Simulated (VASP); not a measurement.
VASP ran on this input.

POSCAR:
```
ZrO2
1
    0.0000000000     2.5252163412     2.5252163412
    2.5252163412     0.0000000000     2.5252163412
    2.5252163412     2.5252163412     0.0000000000
Zr O
1 2
Direct
  0.0000000000   0.0000000000   0.0000000000
  0.2500000000   0.2500000000   0.2500000000
  0.7500000000   0.7500000000   0.7500000000
```

### KPOINTS
```
Automatic mesh
0
Gamma
8 8 8
0 0 0
```

**INCAR**
```
! general
SYSTEM =ZrO2
PREC   =Accurate
ENCUT  =620
LREAL  =.FALSE.
LASPH  =.TRUE.

! electronic loop
EDIFF  =1E-6
NELM   =100
ALGO   =Normal
LMAXMIX=4

! smearing
ISMEAR =0
SIGMA  =0.05

! functional
GGA    =PE

! ions
IBRION =2
NSW    =40
ISIF   =3
EDIFFG =-0.02
PSTRESS=200

! output
LWAVE  =.FALSE.
LCHARG =.FALSE.
```

POTCAR, in this order: Zr_sv O (PBE.64 set). Program: vasp_std.

Question: Write an equivalent input for Quantum ESPRESSO's pw.x.

Answer: One equivalent input (not run):
```
&CONTROL
  calculation = 'vc-relax'
  pseudo_dir = './pseudo'
  outdir = './out'
  tprnfor = .true.
  tstress = .true.
  nstep = 40
  forc_conv_thr = 0.00078
/
&SYSTEM
  ibrav = 0
  nat = 3
  ntyp = 2
  ecutwfc = 84
  occupations = 'smearing'
  smearing = 'gaussian'
  degauss = 0.003675
  input_dft = 'pbe'
/
&ELECTRONS
  conv_thr = 7.3e-08
  electron_maxstep = 100
/
&IONS
/
&CELL
  press = 200
/
ATOMIC_SPECIES
  Zr 91.224 Zr.upf
  O 15.999 O.upf
CELL_PARAMETERS angstrom
     0.0000000    2.5252163    2.5252163
     2.5252163    0.0000000    2.5252163
     2.5252163    2.5252163    0.0000000
ATOMIC_POSITIONS crystal
  Zr   0.0000000  0.0000000  0.0000000
  O    0.2500000  0.2500000  0.2500000
  O    0.7500000  0.7500000  0.7500000
K_POINTS automatic
  8 8 8 0 0 0
```
The two are equivalent in intent, not identical: the potentials are each code's own (VASP's PAW set, PseudoDojo norm-conserving files in pw.x), so ENCUT and ecutwfc are chosen apart and not converted; conv_thr bounds pw.x's estimated SCF error, while EDIFF bounds the energy change between steps; forc_conv_thr acts on force components and is met together with etot_conv_thr.

The compound is ZrO2 in the fluorite structure, the high-temperature cubic form, which is unstable at 0 K; the monoclinic form is the stable one. This run relaxes it under an external pressure of 20 GPa. Symmetry was kept, so distortions that lower it aren't found.
